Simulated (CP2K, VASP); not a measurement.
A VASP calculation is set up with these files.

**POSCAR**
```
GaAs
1
    0.0000000000     2.7685000000     2.7685000000
    2.7685000000     0.0000000000     2.7685000000
    2.7685000000     2.7685000000     0.0000000000
Ga As
1 1
Direct
  0.0000000000   0.0000000000   0.0000000000
  0.2500000000   0.2500000000   0.2500000000
```

### INCAR
```
! general
SYSTEM   =  GaAs
PREC     =  Accurate
ENCUT    =  300
LREAL    =  F   ! projection in real space or not
LASPH    =  T

! electronic loop
EDIFF    =  1E-6
NELM     =  100   ! most electronic steps
ALGO     =  Normal   ! blocked Davidson
LMAXMIX  =  4

! smearing
ISMEAR   =  -1
SIGMA    =  0.01

! functional
GGA      =  PE

! ions
ISIF     =  2

! output
LWAVE    =  F
LCHARG   =  F
```

KPOINTS:
```
Automatic mesh
0
Gamma
8 8 8
0 0 0
```

POTCAR, in this order: Ga_d As (PBE.64 set). Program: vasp_std.

### Question
Write an input for CP2K that does the same calculation.

### Answer
One input that does it (PBE, GPW, DZVP-MOLOPT-SR-GTH basis, GTH-PBE potentials (GTH_POTENTIALS)):
```
&GLOBAL
  PROJECT scf
  RUN_TYPE ENERGY_FORCE
  PRINT_LEVEL MEDIUM
&END GLOBAL
&FORCE_EVAL
  METHOD Quickstep
  STRESS_TENSOR ANALYTICAL
  &DFT
    BASIS_SET_FILE_NAME BASIS_MOLOPT
    POTENTIAL_FILE_NAME GTH_POTENTIALS
    &QS
      METHOD GPW
      EPS_DEFAULT 1E-10
    &END QS
    &MGRID
      CUTOFF 600
      REL_CUTOFF 50
      NGRIDS 5
    &END MGRID
    &SCF
      SCF_GUESS ATOMIC
      EPS_SCF 1E-7
      MAX_SCF 100
      ADDED_MOS 4
      &DIAGONALIZATION
        ALGORITHM STANDARD
      &END DIAGONALIZATION
      &MIXING
        METHOD BROYDEN_MIXING
        ALPHA 0.2
        NBUFFER 10
        BETA 1
      &END MIXING
      &SMEAR ON
        METHOD FERMI_DIRAC
        ELECTRONIC_TEMPERATURE [K] 116.05
      &END SMEAR
    &END SCF
    &KPOINTS
      SCHEME MONKHORST-PACK 8 8 8
      GAMMA_CENTERED T
    &END KPOINTS
    &XC
      &XC_FUNCTIONAL PBE
      &END XC_FUNCTIONAL
    &END XC
    &PRINT
      &MO
        EIGENVALUES T
        OCCUPATION_NUMBERS T
        NDIGITS 8
        FILENAME mo
        &EACH
          QS_SCF 0
        &END EACH
        ADD_LAST NUMERIC
      &END MO
      &MULLIKEN ON
      &END MULLIKEN
    &END PRINT
  &END DFT
  &SUBSYS
    &CELL
      ABC 3.91525000 3.91525003 3.91524971
      ALPHA_BETA_GAMMA 60.00000236 59.99999757 60.00000028
      PERIODIC XYZ
    &END CELL
    &COORD
      SCALED
      Ga       0.00000000     0.00000000     0.00000000
      As       0.25000000     0.25000000     0.25000000
    &END COORD
    &KIND Ga
      BASIS_SET DZVP-MOLOPT-SR-GTH-q13
      POTENTIAL GTH-PBE-q13
    &END KIND
    &KIND As
      BASIS_SET DZVP-MOLOPT-SR-GTH-q5
      POTENTIAL GTH-PBE-q5
    &END KIND
  &END SUBSYS
  &PRINT
    &FORCES ON
    &END FORCES
    &STRESS_TENSOR ON
    &END STRESS_TENSOR
  &END PRINT
&END FORCE_EVAL
```
Both inputs were run and reached self-consistency, which says nothing on mesh or cut-off. Potentials, basis and cut-offs are each code's own, so they don't translate, and total energies aren't comparable.

The structure is a typed GaAs crystal (F-43m). The cell was not relaxed at this level, and it may have been scaled.
